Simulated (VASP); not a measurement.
Here is the system:

```xyz
2
Lattice="2.9181 0.0000 0.0000 0.0000 2.9181 0.0000 0.0000 0.0000 2.9181" Properties=species:S:1:pos:R:3 pbc="T T T"
Zn     1.4590     1.4590     1.4590
Cu     0.0000     0.0000    -0.0750
```

Method: r2SCAN meta-GGA, VASP's PBE PAW potentials (set 64) (plane waves; VASP 6.6.1). Run with 480 eV cut-off, 12×12×12 Γ-centred mesh, first-order Methfessel-Paxton smearing of 0.10 eV, potentials Zn Cu.

**Question.** Give the force on each atom (eV/Å).

**Answer.** 
| atom | Fx | Fy | Fz |
|---|---|---|---|
| Zn1 | 0.000 | 0.000 | -0.386 |
| Cu2 | 0.000 | 0.000 | 0.386 |

**Question.** Give the stress tensor in GPa (positive for a compressed cell).

**Answer.** 
```
1.24  0.00  0.00
0.00  1.24  0.00
0.00  0.00  0.79
```
The pressure is its mean diagonal, 1.09 GPa.

The compound is CuZn in the CsCl type structure. This cell was strained or had an atom moved on purpose. The electron count is odd and the run is not spin-polarised, which forces a metal.
